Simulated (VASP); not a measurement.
Level of theory: r2SCAN meta-GGA with D3 dispersion (zero damping), VASP's PBE PAW potentials (set 64) (plane waves; VASP).

VASP ran on this input.

File POSCAR:
```
ZrC
1
    3.3988190000     0.0000000000     0.0000000000
   -3.3988190000     3.3988190000     0.0000000000
    0.0000000000     0.0000000000    19.0693000000
C Zr
4 4
Direct
  0.0000000000   0.5000000000   0.4382120000
  0.0000000000   0.0000000000   0.3146420000
  0.0000000000   0.5000000000   0.6853580000
  0.0000000000   0.0000000000   0.5617830000
  0.0000000000   0.0000000000   0.4382120000
  0.0000000000   0.5000000000   0.3146420000
  0.0000000000   0.0000000000   0.6853580000
  0.0000000000   0.5000000000   0.5617830000
```

File KPOINTS:
```
Automatic mesh
0
Gamma
11 11 1
0 0 0
```

**INCAR**
```
# general
SYSTEM =ZrC
PREC   =Accurate
ENCUT  =400
LREAL  =.FALSE.
LASPH  =.TRUE.

# electronic loop
EDIFF  =1E-6
NELM   =100
ALGO   =Normal
LMAXMIX=4
LMIXTAU=.TRUE.

# smearing
ISMEAR =-1
SIGMA  =0.1

# functional
METAGGA=R2SCAN
IVDW   =11

# ions
ISIF   =2

# output
LWAVE  =.FALSE.
LCHARG =.FALSE.
```

POTCAR, in this order: C Zr_sv (PBE.64 set). Program: vasp_std.

The run wrote:

stdout:
```
 POSCAR found type information on POSCAR C Zr
 POSCAR found :  2 types and       8 ions
 Reading from existing POTCAR
 Reading from existing POTCAR

 -----------------------------------------------------------------------------
|                                                                             |
|               ----> ADVICE to this user running VASP <----                  |
|                                                                             |
|     You enforced a specific xc type in the INCAR file but a different       |
|     type was found in the POTCAR file.                                      |
|     I HOPE YOU KNOW WHAT YOU ARE DOING!                                     |
|                                                                             |
 -----------------------------------------------------------------------------

 -----------------------------------------------------------------------------
|                                                                             |
|     EEEEEEE  RRRRRR   RRRRRR   OOOOOOO  RRRRRR      ###     ###     ###     |
|     E        R     R  R     R  O     O  R     R     ###     ###     ###     |
|     E        R     R  R     R  O     O  R     R     ###     ###     ###     |
|     EEEEE    RRRRRR   RRRRRR   O     O  RRRRRR       #       #       #      |
|     E        R   R    R   R    O     O  R   R                               |
|     E        R    R   R    R   O     O  R    R      ###     ###     ###     |
|     EEEEEEE  R     R  R     R  OOOOOOO  R     R     ###     ###     ###     |
|                                                                             |
|     Unsupported xc functional, please specify VDW_S6, VDW_S8, VDW_SR        |
|     and VDW_SR8 in the INCAR file.                                          |
|                                                                             |
|       ---->  I REFUSE TO CONTINUE WITH THIS SICK JOB ... BYE!!! <----       |
|                                                                             |
 -----------------------------------------------------------------------------
```

VASP stops with an error: Unsupported xc functional, please specify VDW_S6, VDW_S8, VDW_SR and VDW_SR8 in the INCAR file. ----> I REFUSE TO CONTINUE WITH THIS SICK JOB ... BYE!!! <----

The cell holds a wide vacuum, so values per volume refer to the whole cell.

The cell is a sheet with vacuum, built from a database entry that may be metastable or hypothetical.
